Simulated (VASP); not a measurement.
# Driving VASP from ASE on Ag3O, part 4 of 4

Do ASE scripts that read Ag3O from different structure formats give one answer, and do several routes find one equilibrium volume? All runs use PBEsol. Left out of this account: at least 1 further run (fields: a reference on another mesh). The start is a cell from a database of measured crystal structures.

VASP 6.6.1; PBEsol; plane waves and PAW (Ag, O).

So far. Step 4 (Relaxing cell and atoms (PBEsol, through ASE)): It ends with a largest force of 0.005 eV/Å and a pressure of 0.01 GPa. Step 5 (Energy against volume, from ASE (PBEsol)): The fit over cells of fixed shape and fractional positions puts the volume +0.41 % from the relaxed one.

## 6. BFGS in ASE (PBEsol)

Here ASE drives the relaxation and calls VASP for forces and stress at each step.

run.py reads:

```python
import numpy as np
from ase.calculators.vasp import Vasp
from ase import Atoms
from ase.optimize import BFGS
from ase.filters import FrechetCellFilter

atoms = Atoms(['Ag', 'Ag', 'Ag', 'Ag', 'Ag', 'Ag', 'O', 'O'],
              cell=[[5.318, 0.0, 0.0], [-2.659, 4.6055231, 0.0], [0.0, 0.0, 4.951]],
              scaled_positions=[[0.31085, 0.0, 0.2228], [0.0, 0.31085, 0.2228], [0.68915, 0.68915, 0.2228], [0.0, 0.68915, 0.7772], [0.68915, 0.0, 0.7772], [0.31085, 0.31085, 0.7772], [0.33333333, 0.66666667, 0.5], [0.66666667, 0.33333333, 0.5]],
              pbc=True)

calc = Vasp(
    xc='pbesol',
    pp='PBE',
    prec='Accurate',
    encut=520,
    ediff=1e-06,
    nelm=100,
    ismear=-1,
    sigma=0.05,
    lreal=False,
    algo='Normal',
    nbands=48,
    lasph=True,
    lorbit=11,
    lwave=False,
    lcharg=False,
    kpar=8,
    isif=2,
    pp_version='64',
    setups={'Ag': '', 'O': ''},
    kpts=(7, 7, 6),
    gamma=True,
    txt='vasp.out',
)
atoms.calc = calc

BFGS(FrechetCellFilter(atoms)).run(fmax=0.02, steps=30)
print("cell (A, degrees):", np.round(atoms.cell.cellpar(), 4))
print("volume (A^3):", round(atoms.get_volume(), 4))
print("energy (eV):", round(atoms.get_potential_energy(), 6))
print("Fermi level (eV):", round(calc.get_fermi_level(), 4))
print("forces (eV/A):")
print(np.round(atoms.get_forces(), 4))
print("stress (GPa, Voigt, tension positive):", np.round(atoms.get_stress() * 160.21766, 3))
```

Potentials, in the order of the species: Ag and O (PBE family, release 64).

Started as:

```
$ export ASE_VASP_COMMAND="mpirun -np 8 vasp_std"
$ python run.py
```

The program printed:

```text
Step     Time          Energy          fmax
BFGS:    0 --:--:--      -30.714941        0.279942
BFGS:    1 --:--:--      -30.719703        0.268475
BFGS:    2 --:--:--      -30.740361        0.164449
BFGS:    3 --:--:--      -30.742658        0.132956
BFGS:    4 --:--:--      -30.748836        0.071351
BFGS:    5 --:--:--      -30.748927        0.072121
BFGS:    6 --:--:--      -30.750754        0.075718
BFGS:    7 --:--:--      -30.751704        0.064297
BFGS:    8 --:--:--      -30.752539        0.051799
BFGS:    9 --:--:--      -30.752961        0.051331
BFGS:   10 --:--:--      -30.753715        0.054169
BFGS:   11 --:--:--      -30.754572        0.051902
BFGS:   12 --:--:--      -30.755270        0.032381
BFGS:   13 --:--:--      -30.755449        0.010069
cell (A, degrees): [  5.2211   5.2211   4.9968  90.      90.     120.    ]
volume (A^3): 117.9643
energy (eV): -30.750123
Fermi level (eV): 6.9997
forces (eV/A):
[[-0.0057  0.     -0.0083]
 [ 0.0029 -0.005  -0.0083]
 [ 0.0029  0.005  -0.0083]
 [-0.0029  0.005   0.0083]
 [ 0.0057 -0.      0.0083]
 [-0.0029 -0.005   0.0083]
 [ 0.     -0.      0.    ]
 [ 0.     -0.      0.    ]]
stress (GPa, Voigt, tension positive): [ 0.021  0.021  0.051 -0.     0.     0.   ]
```

Run time: 5.6 min. Hardware: 8 MPI ranks of AMD EPYC 9R45, shared host; peak memory 2.9 GiB.

The INCAR that ASE wrote:

```
ENCUT = 520.000000
SIGMA = 0.050000
EDIFF = 1.00e-06
ALGO = Normal
GGA = PS
PREC = Accurate
ISIF = 2
ISMEAR = -1
KPAR = 8
LORBIT = 11
NBANDS = 48
NELM = 100
LASPH = .TRUE.
LCHARG = .FALSE.
LWAVE = .FALSE.
LREAL = .FALSE.
```

The KPOINTS that ASE wrote:

```
KPOINTS created by Atomic Simulation Environment
0
Gamma
7 7 6
0 0 0
```

VASP's own log, vasp.out (the last of its runs):

```text
[... set-up lines as in an earlier step ...]
 entering main loop
       N       E                     dE             d eps       ncg     rms          rms(c)
DAV:   1     0.592905466421E+03    0.59291E+03   -0.40993E+04  3840   0.163E+03
DAV:   2    -0.470835553748E+01   -0.59761E+03   -0.56727E+03  4112   0.387E+02
DAV:   3    -0.359331551199E+02   -0.31225E+02   -0.30634E+02  4304   0.895E+01
DAV:   4    -0.362757101937E+02   -0.34256E+00   -0.34238E+00  4080   0.984E+00
DAV:   5    -0.362777835960E+02   -0.20734E-02   -0.20731E-02  4384   0.745E-01    0.194E+01
DAV:   6    -0.314961834469E+02    0.47816E+01   -0.24604E+01  5296   0.401E+01    0.146E+01
DAV:   7    -0.308074407323E+02    0.68874E+00   -0.41361E+00  4352   0.140E+01    0.886E+00
DAV:   8    -0.307727921932E+02    0.34649E-01   -0.11585E+00  3976   0.495E+00    0.247E+00
DAV:   9    -0.307567681276E+02    0.16024E-01   -0.80351E-02  5512   0.181E+00    0.484E-01
DAV:  10    -0.307556405473E+02    0.11276E-02   -0.18886E-02  4384   0.902E-01    0.186E-01
DAV:  11    -0.307554684621E+02    0.17209E-03   -0.12941E-03  4088   0.177E-01    0.777E-02
DAV:  12    -0.307554496715E+02    0.18791E-04   -0.17234E-04  4208   0.685E-02    0.180E-02
DAV:  13    -0.307554486891E+02    0.98246E-06   -0.15673E-05  4032   0.233E-02    0.756E-03
DAV:  14    -0.307554487321E+02   -0.43086E-07   -0.17798E-06  2840   0.955E-03
   1 F= -.30755449E+02 E0= -.30750123E+02  d E =-.106510E-01
```

OUTCAR, selected parts (step 6):

```text
   ENCUT  =  520.0 eV  38.22 Ry    6.18 a.u.   9.71  9.71  9.29*2*pi/ulx,y,z

   NELECT =      78.0000    total number of electrons

 E-fermi :   6.9997

 k-point     1 :       0.0000    0.0000    0.0000
  band No.  band energies     occupation
    ...
     34       5.3079      2.00000
     35       5.4278      2.00000
     36       5.4278      2.00000
     37       6.3058      2.00000
     38       6.3058      2.00000
     39       7.2412      0.01586
     40       8.7134      0.00000
     41      11.4967      0.00000
     42      11.4967      0.00000
     43      12.1192      0.00000
    ...

  Total       -0.0153369     -0.0153369     -0.0375205     -0.0000000      0.0000000     -0.0000000
  in kB       -0.2083038     -0.2083038     -0.5095985     -0.0000000      0.0000000     -0.0000000
  external PRESSURE =      -0.3087354 kB  Pullay stress =       0.0000000 kB

 POSITION                                       TOTAL-FORCE (eV/Angst)
 -----------------------------------------------------------------------------------
      1.64027     -0.00000      1.08901        -0.005716      0.000000     -0.008283
     -0.82013      1.42051      1.08901         0.002858     -0.004950     -0.008283
      1.79043      3.10111      1.08901         0.002858      0.004950     -0.008283
      3.43069      3.10111      3.90780        -0.002858      0.004950      0.008283
      3.58085     -0.00000      3.90780         0.005716     -0.000000      0.008283
      0.82013      1.42051      3.90780        -0.002858     -0.004950      0.008283
     -0.00000      3.01441      2.49841         0.000000     -0.000000      0.000000
      2.61056      1.50721      2.49841         0.000000     -0.000000      0.000000
 -----------------------------------------------------------------------------------
    total drift:                                0.000000      0.000000      0.000000

  FREE ENERGIE OF THE ION-ELECTRON SYSTEM (eV)
  ---------------------------------------------------
  free  energy   TOTEN  =       -30.7554487321 eV

  energy  without entropy=      -30.7447977219  energy(sigma->0) =      -30.75012323

[... 3 parts as in an earlier step ...]

[... 13 further parts left out ...]
```

Numbers from this step:

```yaml
optimizer_steps: 13
volume_after_bfgs: 14.75 Å³/atom
```

## 7. Total energy, forces and stress (PBEsol, through ASE) with a changed input

A single point gives energy, forces and stress at these settings. Some settings are moved from the usual, to see what they do.

run.py: that of step 6 with these lines changed.

```diff
@@ -3,4 +3,3 @@
 from ase import Atoms
-from ase.optimize import BFGS
-from ase.filters import FrechetCellFilter
+from ase.dft.bandgap import bandgap
 
@@ -14,3 +13,3 @@
     pp='PBE',
-    prec='Accurate',
+    prec='High',
     encut=520,
@@ -29,2 +28,3 @@
     isif=2,
+    isym=1,
     pp_version='64',
@@ -37,5 +37,2 @@
 
-BFGS(FrechetCellFilter(atoms)).run(fmax=0.02, steps=30)
-print("cell (A, degrees):", np.round(atoms.cell.cellpar(), 4))
-print("volume (A^3):", round(atoms.get_volume(), 4))
 print("energy (eV):", round(atoms.get_potential_energy(), 6))
@@ -45 +42,3 @@
 print("stress (GPa, Voigt, tension positive):", np.round(atoms.get_stress() * 160.21766, 3))
+gap, p1, p2 = bandgap(calc, direct=False)
+print("gap on the mesh (eV):", round(gap, 4))
```

The program printed:

```text
energy (eV): -30.709684
Fermi level (eV): 6.6275
forces (eV/A):
[[-0.0196 -0.     -0.1509]
 [ 0.0098 -0.017  -0.1509]
 [ 0.0098  0.017  -0.1509]
 [-0.0098  0.017   0.1509]
 [ 0.0196 -0.      0.1509]
 [-0.0098 -0.017   0.1509]
 [-0.     -0.     -0.    ]
 [ 0.     -0.     -0.    ]]
stress (GPa, Voigt, tension positive): [ 2.962  2.962  2.739 -0.     0.     0.   ]
gap on the mesh (eV): 0.0
```

It took 23 s on 8 MPI ranks; peak memory 2.2 GiB.

The INCAR that ASE wrote:

```
ENCUT = 520.000000
SIGMA = 0.050000
EDIFF = 1.00e-06
ALGO = Normal
GGA = PS
PREC = High
ISIF = 2
ISMEAR = -1
ISYM = 1
KPAR = 8
LORBIT = 11
NBANDS = 48
NELM = 100
LASPH = .TRUE.
LCHARG = .FALSE.
LWAVE = .FALSE.
LREAL = .FALSE.
```

ASE turned this into the KPOINTS:

```
KPOINTS created by Atomic Simulation Environment
0
Gamma
7 7 6
0 0 0
```

vasp.out:

```text
[... set-up lines as in an earlier step ...]
 entering main loop
       N       E                     dE             d eps       ncg     rms          rms(c)
DAV:   1     0.590571115873E+03    0.59057E+03   -0.40790E+04  3840   0.163E+03
DAV:   2    -0.403138915220E+01   -0.59460E+03   -0.56351E+03  4096   0.384E+02
DAV:   3    -0.357905693574E+02   -0.31759E+02   -0.31151E+02  4360   0.893E+01
DAV:   4    -0.361583755021E+02   -0.36781E+00   -0.36758E+00  4048   0.101E+01
DAV:   5    -0.361605814194E+02   -0.22059E-02   -0.22058E-02  4368   0.768E-01    0.184E+01
DAV:   6    -0.315018297982E+02    0.46588E+01   -0.25093E+01  5384   0.398E+01    0.142E+01
DAV:   7    -0.307623541853E+02    0.73948E+00   -0.41500E+00  4392   0.139E+01    0.846E+00
DAV:   8    -0.307314262224E+02    0.30928E-01   -0.11586E+00  3968   0.488E+00    0.253E+00
DAV:   9    -0.307165719081E+02    0.14854E-01   -0.74375E-02  5624   0.174E+00    0.483E-01
DAV:  10    -0.307152870923E+02    0.12848E-02   -0.18619E-02  4528   0.886E-01    0.188E-01
DAV:  11    -0.307150703343E+02    0.21676E-03   -0.12947E-03  4096   0.177E-01    0.748E-02
DAV:  12    -0.307150521002E+02    0.18234E-04   -0.18403E-04  4192   0.687E-02    0.192E-02
DAV:  13    -0.307150504000E+02    0.17002E-05   -0.17936E-05  4040   0.236E-02    0.789E-03
DAV:  14    -0.307150503703E+02    0.29720E-07   -0.21761E-06  2976   0.999E-03
   1 F= -.30715050E+02 E0= -.30709684E+02  d E =-.107329E-01
```

OUTCAR, selected parts (step 7):

```text
   NELECT =      78.0000    total number of electrons

 E-fermi :   6.6275

 k-point     1 :       0.0000    0.0000    0.0000
  band No.  band energies     occupation
    ...
     34       5.0167      2.00000
     35       5.0167      2.00000
     36       5.0413      2.00000
     37       5.9139      2.00000
     38       5.9139      2.00000
     39       6.7967      0.06567
     40       8.2986      0.00000
     41      10.9302      0.00000
     42      10.9302      0.00000
     43      11.8258      0.00000
    ...

  Total       -2.2414459     -2.2414459     -2.0732631     -0.0000000      0.0000000     -0.0000000
  in kB      -29.6154695    -29.6154695    -27.3933261     -0.0000000      0.0000000     -0.0000000
  external PRESSURE =     -28.8747550 kB  Pullay stress =       0.0000000 kB

 POSITION                                       TOTAL-FORCE (eV/Angst)
 -----------------------------------------------------------------------------------
      1.65310      0.00000      1.10308        -0.019606     -0.000000     -0.150943
     -0.82655      1.43163      1.10308         0.009803     -0.016980     -0.150943
      1.83245      3.17390      1.10308         0.009803      0.016980     -0.150943
     -1.83245      3.17390      3.84792        -0.009803      0.016980      0.150943
      3.66490      0.00000      3.84792         0.019606     -0.000000      0.150943
      0.82655      1.43163      3.84792        -0.009803     -0.016980      0.150943
     -0.00000      3.07035      2.47550        -0.000000     -0.000000     -0.000000
      2.65900      1.53517      2.47550         0.000000     -0.000000     -0.000000
 -----------------------------------------------------------------------------------
    total drift:                                0.000000     -0.000000     -0.000000

  FREE ENERGIE OF THE ION-ELECTRON SYSTEM (eV)
  ---------------------------------------------------
  free  energy   TOTEN  =       -30.7150503703 eV

  energy  without entropy=      -30.7043174306  energy(sigma->0) =      -30.70968390

[... 10 parts as in an earlier step ...]

[... 7 further parts left out ...]
```

PREC = High changes the FFT grids.

Numbers from this step:

| Quantity | Value |
| --- | --- |
| free energy (TOTEN) | -30.72 eV |
| energy at zero smearing | -30.71 eV |
| Fermi energy | 6.628 eV |
| pressure | -2.887 GPa |

Force by atom:

```
atom  x (eV/Å)  y (eV/Å)  z (eV/Å)   size
 Ag1    -0.020     0.000    -0.151  0.152
 Ag2     0.010    -0.017    -0.151  0.152
 Ag3     0.010     0.017    -0.151  0.152
 Ag4    -0.010     0.017     0.151  0.152
 Ag5     0.020     0.000     0.151  0.152
 Ag6    -0.010    -0.017     0.151  0.152
  O7     0.000     0.000     0.000  0.000
  O8     0.000     0.000     0.000  0.000
```

The pressure is -2.89 GPa and the largest force 0.152 eV/Å, so the cell is not at a minimum at these settings.

## 8. Side by side

| run | atoms | mesh | energy (eV/atom) | pressure (GPa) |
| --- | --- | --- | --- | --- |
| ASE, structure read from a POSCAR | 8 | 7×7×6 | -3.83870 | -2.885 |
| ASE, structure read from a CIF with its space group | 8 | 6×6×6 | -3.83769 | -2.857 |

## 9. What came out

| Property | Result |
| --- | --- |
| energy, ASE, structure read from a POSCAR | -3.83870 eV/atom |
| energy, ASE, structure read from a CIF with its space group | -3.83769 eV/atom |
| volume from VASP's own relaxation | 14.74 Å³/atom |
| volume from the fit of the ASE volume loop | 14.80 Å³/atom |
| volume from BFGS in ASE | 14.75 Å³/atom |

With the structure read from a CIF with its space group, ASE's run differs from the first script by +1.0 meV an atom, which comes from its other mesh. The routes to the equilibrium volume agree within 0.41 %. A relaxation follows the stress, which carries a basis-set error, while a volume loop fits energies; every loop stops at a tolerance; VASP's relaxation keeps the plane waves of its start, while ASE starts VASP afresh at each cell, and a loop at fixed shape can't relax anything but the volume.

[Lines on the potential files, build, host, timing and source positions are cut from VASP's logs without a mark.]

[Logs are printed without paths, hosts, clocks, repeated set-up lines and the standing remarks that a program may print on its own settings, such as how far it seeks lower states.]

[Hosts, paths, dates, database ids (printed as entryN), source tags and the programs' standing remarks are cut or masked in the printed files.]

[A measured line is paired with the nearest computed mode of its activity, which favours agreement.]

[In band tables of VASP the shares of atoms and orbitals are scaled to a sum of 1 inside the atoms' spheres.]
